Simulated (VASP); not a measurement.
Method: PBEsol GGA, VASP's PBE PAW potentials (set 64) (plane waves; VASP).

Input for VASP

INCAR:
```
ALGO = Normal
EDIFF = 1E-8
EDIFFG = -0.001
ENCUT = 400
GGA = PS
IBRION = 1
ISIF = 2
ISMEAR = 1
LASPH = T
LCHARG = F
LMAXMIX = 6
LREAL = F
LWAVE = F
NELM = 100
NSW = 30
PREC = Accurate
SIGMA = 0.1
SYSTEM = Pt3Ti
```

File POSCAR:
```
Pt3Ti
1.0
  3.8978672699   0.0000000000   0.0000000000
  0.0000000000   3.8978672699   0.0000000000
  0.0000000000   0.0000000000   3.8978672699
Ti Pt
1 3
Cartesian
  0.0000000000   0.0000000000   0.0000000000
  0.0000000000   1.9489336349   1.9489336349
  1.9489336349   0.0000000000   1.9489336349
  1.9489336349   1.9489336349   0.0000000000
```

**KPOINTS**
```
kpoints
0
Gamma
7 7 7
```

POTCAR, in this order: Ti_sv Pt (PBE.64 set). Program: vasp_std.

Unless said otherwise, spin-orbit coupling is left out, though it shifts the bands of the heavy elements here.

Question: What does the run give for the energy per atom (σ→0), band gap (on the k-mesh)?

Answer: 
- energy per atom (σ→0) = -8.187 eV/atom
- band gap (on the k-mesh) = none (metal, semimetal or under 0.01 eV)

### OSZICAR
```
...
DAV:  14    -0.327465529333E+02   -0.15655E-04   -0.92207E-05  1489   0.701E-02    0.552E-02
DAV:  15    -0.327465317196E+02    0.21214E-04   -0.59130E-05  1503   0.495E-02    0.133E-02
DAV:  16    -0.327465304559E+02    0.12637E-05   -0.68108E-06  1547   0.161E-02    0.324E-03
DAV:  17    -0.327465304345E+02    0.21442E-07   -0.62273E-07  1579   0.529E-03    0.908E-04
DAV:  18    -0.327465304720E+02   -0.37526E-07   -0.21153E-08  1089   0.953E-04    0.501E-04
DAV:  19    -0.327465304598E+02    0.12165E-07   -0.16433E-08   835   0.978E-04    0.240E-04
DAV:  20    -0.327465304618E+02   -0.19759E-08   -0.10584E-09   543   0.250E-04
   1 F= -.32746530E+02 E0= -.32746240E+02  d E =-.327465E+02
```

The compound is Pt3Ti in the L1_2 structure. It was relaxed first. The start is the result of an earlier pass.
